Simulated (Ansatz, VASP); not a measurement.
**One calculation of CaMg6Ni, two programs**

The input INCAR:

```
PREC = Accurate ; ENCUT = 520
EDIFF = 1E-7 ; ISMEAR = -1
SIGMA = 0.05 ; LREAL = F
LASPH = T ; NELM = 120
ALGO = Normal ; ISIF = 2
LWAVE = F ; LCHARG = F
ISPIN = 2 ; MAGMOM = 1 0 0 0 0 0 0 0
LORBIT = 11 ; LMAXMIX = 4
GGA = PE ; NBANDS = 30
```

The input KPOINTS:

```
Automatic mesh
0
Gamma
  6 5 5
```

POSCAR

```
CaMg6Ni
1.0
    4.9242493150      0.0000000000      0.0000000000
    0.0000000000      3.1468918352      5.9297340376
    0.0000000000     -3.1468918352      5.9297340376
Ni Ca Mg
1 1 6
Direct
    0.5000000000      0.6334780000      0.6334780000
    0.0000000000      0.8066560000      0.8066560000
    0.5000000000      0.1813640000      0.1813640000
    0.5000000000      0.6808790000      0.1998830000
    0.5000000000      0.1998830000      0.6808790000
    0.0000000000      0.3411450000      0.3411450000
    0.0000000000      0.8208490000      0.3357450000
    0.0000000000      0.3357450000      0.8208490000
```

Contents of input.yaml:

```yaml
crystal:
  lattice:
    - [4.924249315, 0.0, 0.0]
    - [0.0, 3.1468918352, 5.9297340376]
    - [0.0, -3.1468918352, 5.9297340376]
  atoms:
    - { symbol: Ni, position: [0.5, 0.633478, 0.633478], spin: 1.0 }
    - { symbol: Ca, position: [0.0, 0.806656, 0.806656] }
    - { symbol: Mg, position: [0.5, 0.181364, 0.181364] }
    - { symbol: Mg, position: [0.5, 0.680879, 0.199883] }
    - { symbol: Mg, position: [0.5, 0.199883, 0.680879] }
    - { symbol: Mg, position: [0.0, 0.341145, 0.341145] }
    - { symbol: Mg, position: [0.0, 0.820849, 0.335745] }
    - { symbol: Mg, position: [0.0, 0.335745, 0.820849] }
hamiltonian:
  xc: pbe
  pseudopotentials: { kind: paw }
magnetization:
  spin_polarized: true
kpoints:
  mp_grid: { grid: [6, 5, 5] }
scf:
  occupations: { method: fermi_dirac, width: 0.05 }
output:
  forces: true
  stress: true
  eigenvalues: true
```

Change from the starting cell: volume scaled by 1.02.

Alike in both runs: task single point; functional PBE; k mesh 6 × 5 × 5; occupations fermi-dirac, width 0.05 eV; collinear spin, ferromagnetic start.

|  | VASP | Ansatz |
| --- | --- | --- |
| version | VASP 6.6.1 | Ansatz 0.2.0 |
| potentials or method | VASP PAW PBE potentials, release 64 (Ni, Ca_sv, Mg) | Ansatz PAW |
| plane-wave cutoff (eV) | 520 | 420 |
| valence electrons in the cell | 32 | 88 |

```tsv
	VASP	Ansatz	Ansatz less VASP
gap on the k mesh at the Fermi level (eV)	none	none	-
pressure (GPa)	-0.6	-0.5	+0.04
largest component of the traceless stress (GPa)	0.26	0.26	-0.004
rms of the force components (eV/Å)	0.024	0.023	-0.0005
net moment per atom (μB)	0.00	0.00	0.000
```

Atom by atom the forces differ by 0.003 eV/Å (rms over components). A gap of «none» marks a metal or a gap that the smearing closes. The functional is the same, so the differences come from potentials, cutoffs and numerics. The two sets of potentials don't hold the same shells in valence.

Caveats: the starting moments weren't kept (Ansatz).
